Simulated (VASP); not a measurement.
The system is TaMo2C3.

```
Ta Mo C
1.0
    -2.53235    2.53235    3.80062
     2.53235   -2.53235    3.80062
     2.53235    2.53235   -3.80062
Ta Mo C
1 2 3
Direct
  0.50000 0.50000 0.00000
  0.77480 0.77480 0.00000
  0.22520 0.22520 0.00000
  0.50000 0.00000 0.50000
  0.00000 0.50000 0.50000
  0.00000 0.00000 0.00000
```

The cell was built by a generator and needn't be a form met in nature.

| Item | Value |
| --- | --- |
| Program | VASP 6.6.1 |
| Task | relaxation of cell and atoms |
| Functional | PBE |
| Potentials or basis | VASP PAW PBE potentials, release 64 (Ta_pv, Mo_sv, C) |
| Cutoff | 520 eV |
| k mesh | 5 × 5 × 5 |
| Occupations | gaussian, width 0.15 eV |
| Spin | no spin polarisation |

At the start: pressure 8.8 GPa; volume 16.25 Å³/atom.

**Question.** How do energy, volume and symmetry change on relaxing?

**Answer.** Over 15 steps the energy falls by 1622.9 meV/atom and the volume is 13.75 Å³/atom (-15.4 %); space group I4/mmm (No. 139, to 0.05 Å).

Step by step:
```tsv
step	energy change (eV)	largest force (eV/Å)	pressure (GPa)	volume (Å³)
1	0.0000	2.6062	8.84	97.49
2	-6.9420	2.7406	-28.70	101.58
3	-6.9333	2.1910	-26.67	102.02
4	-7.7227	1.6332	41.17	69.59
5	-9.3990	1.9918	-2.06	82.04
6	-9.4586	1.9671	-1.28	81.60
7	-9.6344	0.3121	3.92	80.56
8	-9.6611	0.5528	2.10	80.82
9	-9.6611	0.4907	2.36	80.81
10	-9.7087	0.0550	-0.65	82.56
11	-9.7116	0.0727	-1.48	83.07
12	-9.7365	0.1384	-0.24	82.61
13	-9.7368	0.1225	-0.33	82.66
14	-9.7367	0.0984	0.53	82.34
15	-9.7373	0.0362	0.13	82.50
```

Final structure:
```xyz
6
Lattice="-2.0480 2.0480 4.9176 2.0480 -2.0480 4.9176 2.0480 2.0480 -4.9176" Properties=species:S:1:pos:R:3 pbc="T T T"
Ta    0.0000    0.0000    4.9176
Mo    0.0000    0.0000    7.9520
Mo    0.0000    0.0000    1.8832
C     0.0000    2.0480    0.0000
C     2.0480    0.0000    0.0000
C     0.0000    0.0000    0.0000
```

Caveat: the volume moved by over 15 % at a fixed basis, so the end points are rough.
